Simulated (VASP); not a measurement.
The system is CeZn2Ni.

```
Ce Zn Ni
1.0
     3.86439    0.00000    0.00000
     0.00000    3.86439    0.00000
     0.00000    0.00000    4.91927
Ce Zn Ni
1 2 1
Direct
  0.00000 0.00000 0.00000
  0.00000 0.50000 0.50000
  0.50000 0.00000 0.50000
  0.50000 0.50000 0.00000
```

The cell comes from a database or a generator and needn't be the stable form of this composition.

Base run:

- Program: VASP 6.6.1
- Functional: revPBE
- Potentials or basis: VASP PAW PBE potentials, release 64 (Ce, Zn, Ni)
- Cutoff: 520 eV
- k mesh: 5 × 5 × 5
- Occupations: fermi-dirac, width 0.05 eV
- Spin: collinear spin, ferromagnetic start
- Starting moments: [1.0, 0.0, 0.0, 1.0] μB

Its results: net moment 0.01 μB per cell.

Question: After a change of settings the same cell gave: net moment 0.29 μB per cell. Which change was it?
A. functional from revPBE to PBEsol
B. functional from revPBE to RPBE
C. functional from revPBE to PBE
D. functional from revPBE to r2SCAN

Answer: C.

Caveats: the magnetic or orbital state may not be the lowest.
